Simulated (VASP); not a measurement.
All values below come from HSE06 screened hybrid, VASP's PBE PAW potentials (set 64) (plane waves; VASP).

A VASP calculation is set up with these files.

INCAR:
```
LWAVE=F
LORBIT=10
NELMIN=4
SYSTEM=B31N32
LCHARG=F
AEXX=0.25
HFSCREEN=0.2
SIGMA=0.05   # width (eV)
NUPDOWN=3
ENCUT=400   # plane-wave cut-off (eV)
LASPH=T   # aspherical one-centre terms
ISMEAR=0   # Gaussian
LHFCALC=T
ISYM=0
PREC=Normal
PRECFOCK=Fast
NELM=50   # most electronic steps
LREAL=Auto
GGA=PE
MAGMOM=63*0.0476
ALGO=Normal   # blocked Davidson
EDIFF=1E-5   # SCF stop (eV)
ISIF=0
ISPIN=2
```

File POSCAR:
```
B31N32
14.497770
  0.4999999880   0.0000000000   0.0000000000
  0.0000000000   0.4999999880   0.0000000000
  0.0000000000   0.0000000000   0.4999999880
B N
31 32
Cart
  0.2500123534   0.4997439841   0.4997150403
  0.3750395722   0.1247121622   0.4995484440
  0.3750170491   0.4995521986   0.1247223322
  0.4999976830   0.4997207229   0.4997065943
  0.1249830566   0.1247037401   0.4999285051
  0.2500173449   0.2497329731   0.4997207672
  0.3750178020   0.3747318763   0.4999396399
  0.1249592754   0.4999575650   0.1246613750
  0.2497927223   0.1254741792   0.1254533517
  0.3742536808   0.2499134291   0.1254613903
  0.2500086659   0.4997267553   0.2497239861
  0.3742632239   0.1254428033   0.2499424730
  0.3750351149   0.4999148992   0.3747395587
  0.0000016603   0.2497333430   0.4997128057
  0.1249842631   0.3747520896   0.4994805046
  0.0001961419   0.1247277779   0.1247065333
  0.1256910206   0.2495565083   0.1254009754
  0.2501841553   0.3740383360   0.1254176723
  0.4999865327   0.4997362055   0.2497119029
  0.1257197582   0.1254381588   0.2494991860
  0.3742963409   0.3740013246   0.2495217137
  0.1249999874   0.4995165203   0.3747364921
  0.2502078398   0.1254282570   0.3740136856
  0.3743014867   0.2495254267   0.3740145185
  0.4997818304   0.3747702080   0.1246796364
  0.0000054869   0.2497361672   0.2497242509
  0.1256970510   0.3740321007   0.2498775998
  0.4998237674   0.1247083605   0.3747638766
  0.1257624008   0.2498917127   0.3739620164
  0.2498174782   0.3739899786   0.3739835821
  0.0002228677   0.3747379987   0.3747372810
  0.3129335075   0.0616143874   0.0616134438
  0.4381357527   0.1867944393   0.0616095560
  0.4381334751   0.0616203620   0.1867984834
  0.0624724128   0.0622244007   0.0622030769
  0.1875466595   0.1872988638   0.0623124855
  0.3124348207   0.3121738778   0.0623328988
  0.4375072448   0.4372649113   0.0622034982
  0.1875470738   0.0623206415   0.1872638395
  0.3182616362   0.1814527694   0.1814967094
  0.4374044489   0.3121688084   0.1872758042
  0.3124564835   0.0623053713   0.3121889029
  0.4374176251   0.1872842964   0.3121716864
  0.4375366638   0.0622078788   0.4372504938
  0.0618439451   0.3126870681   0.0615485824
  0.1870484629   0.4378868507   0.0615450741
  0.0625998430   0.1872986246   0.1872737021
  0.1816483241   0.3180909714   0.1813467707
  0.3124422152   0.4371350920   0.1872806331
  0.0618733192   0.0615894508   0.3126526359
  0.1817460297   0.1813851846   0.3179879785
  0.3183243721   0.3180032479   0.3180118176
  0.4381493564   0.4378488065   0.3126511962
  0.1870688021   0.0615831192   0.4378564085
  0.3124656773   0.1872785150   0.4371337952
  0.4381398355   0.3126624428   0.4378498686
  0.0618462060   0.4379036773   0.1867589566
  0.0626153672   0.3121601535   0.3121463896
  0.1875641306   0.4371139499   0.3121424980
  0.0618905204   0.1867905238   0.4378530316
  0.1875853025   0.3121534798   0.4370845529
  0.3129433732   0.4378549738   0.4378680544
  0.0624936208   0.4372496729   0.4372215592
```

KPOINTS:
```
Automatic mesh
0
Gamma
1 1 1
0 0 0
```

POTCAR, in this order: B N (PBE.64 set). Program: vasp_gam. Read from the step before: WAVECAR.

What VASP printed:

OSZICAR:
```
       N       E                     dE             d eps       ncg     rms          rms(c)
DAV:   1    -0.635031748097E+03   -0.63503E+03   -0.83234E+00   636   0.840E+00    0.283E+00
DAV:   2    -0.635104484895E+03   -0.72737E-01   -0.31080E-01   698   0.146E+00    0.178E+00
DAV:   3    -0.635089658608E+03    0.14826E-01   -0.80772E-02   736   0.859E-01    0.102E+00
DAV:   4    -0.635086122911E+03    0.35357E-02   -0.13861E-02   744   0.329E-01    0.637E-01
DAV:   5    -0.635084002826E+03    0.21201E-02   -0.14220E-03   712   0.107E-01    0.362E-01
DAV:   6    -0.635083345847E+03    0.65698E-03   -0.72639E-04   729   0.745E-02    0.190E-01
DAV:   7    -0.635083162210E+03    0.18364E-03   -0.13914E-04   706   0.365E-02    0.102E-01
DAV:   8    -0.635083103517E+03    0.58693E-04   -0.46844E-05   594   0.229E-02    0.563E-02
DAV:   9    -0.635083088294E+03    0.15223E-04   -0.20631E-05   489   0.138E-02    0.310E-02
DAV:  10    -0.635083084381E+03    0.39131E-05   -0.53857E-06   433   0.657E-03
   1 F= -.63508308E+03 E0= -.63508308E+03  d E =-.329014E-15  mag=     3.0000
```

File OUTCAR:
```
------------------------ aborting loop because EDIFF is reached ----------------------------------------
  volume of cell :      380.90
      direct lattice vectors                 reciprocal lattice vectors
     7.248884826  0.000000000  0.000000000     0.137952254  0.000000000  0.000000000
     0.000000000  7.248884826  0.000000000     0.000000000  0.137952254  0.000000000
     0.000000000  0.000000000  7.248884826     0.000000000  0.000000000  0.137952254
  FREE ENERGIE OF THE ION-ELECTRON SYSTEM (eV)
  ---------------------------------------------------
  free  energy   TOTEN  =      -635.0830843806 eV

  energy  without entropy=     -635.0830843806  energy(sigma->0) =     -635.08308438

  exchange ACFDT corr.  =         0.00000000  see jH, gK, PRB 81, 115126

 total charge

# of ion       s       p       d       tot
------------------------------------------
    1        0.682   1.356   0.000   2.038
    2        0.675   1.344   0.000   2.020
    3        0.675   1.344   0.000   2.020
    4        0.674   1.342   0.000   2.017
    5        0.675   1.345   0.000   2.020
    6        0.674   1.342   0.000   2.016
    7        0.675   1.344   0.000   2.020
    8        0.675   1.345   0.000   2.020
    9        0.679   1.356   0.000   2.035
   10        0.679   1.356   0.000   2.035
   11        0.674   1.342   0.000   2.016
   12        0.679   1.357   0.000   2.036
   13        0.675   1.344   0.000   2.020
   14        0.682   1.355   0.000   2.038
   15        0.675   1.344   0.000   2.020
   16        0.675   1.345   0.000   2.020
   17        0.679   1.357   0.000   2.036
   18        0.679   1.357   0.000   2.036
   19        0.682   1.356   0.000   2.038
   20        0.679   1.357   0.000   2.036
   21        0.679   1.357   0.000   2.036
   22        0.675   1.344   0.000   2.020
   23        0.679   1.357   0.000   2.036
   24        0.679   1.357   0.000   2.036
   25        0.675   1.344   0.000   2.020
   26        0.674   1.342   0.000   2.016
   27        0.679   1.357   0.000   2.036
   28        0.675   1.344   0.000   2.020
   29        0.679   1.356   0.000   2.035
   30        0.679   1.356   0.000   2.036
   31        0.675   1.344   0.000   2.020
   32        1.231   2.702   0.000   3.933
   33        1.231   2.702   0.000   3.933
   34        1.231   2.702   0.000   3.933
   35        1.228   2.719   0.000   3.947
   36        1.227   2.717   0.000   3.944
   37        1.227   2.717   0.000   3.944
   38        1.228   2.719   0.000   3.947
   39        1.227   2.717   0.000   3.944
   40        1.257   2.594   0.000   3.851
   41        1.227   2.717   0.000   3.944
   42        1.227   2.718   0.000   3.945
   43        1.227   2.717   0.000   3.944
   44        1.228   2.719   0.000   3.947
   45        1.231   2.702   0.000   3.933
   46        1.231   2.702   0.000   3.933
   47        1.227   2.717   0.000   3.944
   48        1.257   2.594   0.000   3.851
   49        1.227   2.717   0.000   3.944
   50        1.231   2.702   0.000   3.933
   51        1.257   2.594   0.000   3.851
   52        1.257   2.594   0.000   3.851
   53        1.231   2.702   0.000   3.933
   54        1.231   2.702   0.000   3.933
   55        1.227   2.717   0.000   3.944
   56        1.231   2.702   0.000   3.933
   57        1.231   2.702   0.000   3.933
   58        1.227   2.717   0.000   3.944
   59        1.227   2.717   0.000   3.944
   60        1.231   2.702   0.000   3.933
   61        1.227   2.717   0.000   3.944
   62        1.231   2.702   0.000   3.933
   63        1.228   2.719   0.000   3.947
--------------------------------------------------
tot         60.435 128.134   0.000 188.568

 magnetization (x)

# of ion       s       p       d       tot
------------------------------------------
    1       -0.001   0.010   0.000   0.009
    2       -0.001  -0.003   0.000  -0.004
    3       -0.001  -0.003   0.000  -0.004
    4       -0.000  -0.001   0.000  -0.001
    5       -0.001  -0.003   0.000  -0.004
    6       -0.000  -0.001   0.000  -0.002
    7       -0.001  -0.003   0.000  -0.004
    8       -0.001  -0.003   0.000  -0.004
    9       -0.004  -0.011   0.000  -0.015
   10       -0.004  -0.011   0.000  -0.015
   11       -0.000  -0.001   0.000  -0.002
   12       -0.004  -0.011   0.000  -0.015
   13       -0.001  -0.003   0.000  -0.004
   14       -0.001   0.010   0.000   0.009
   15       -0.001  -0.003   0.000  -0.004
   16       -0.001  -0.003   0.000  -0.004
   17       -0.004  -0.011   0.000  -0.015
   18       -0.004  -0.011   0.000  -0.015
   19       -0.001   0.010   0.000   0.009
   20       -0.004  -0.011   0.000  -0.015
   21       -0.004  -0.011   0.000  -0.015
   22       -0.001  -0.003   0.000  -0.004
...
```
(Selected blocks of OUTCAR.)

The supercell is sampled at Γ alone, which is coarse: total energies, pressure and levels can be off, energies of defects by several tenths of an eV.

The cell is a supercell with a defect, built from BN (zinc blende): vac_B. The cell's shape comes from a PBE relaxation.
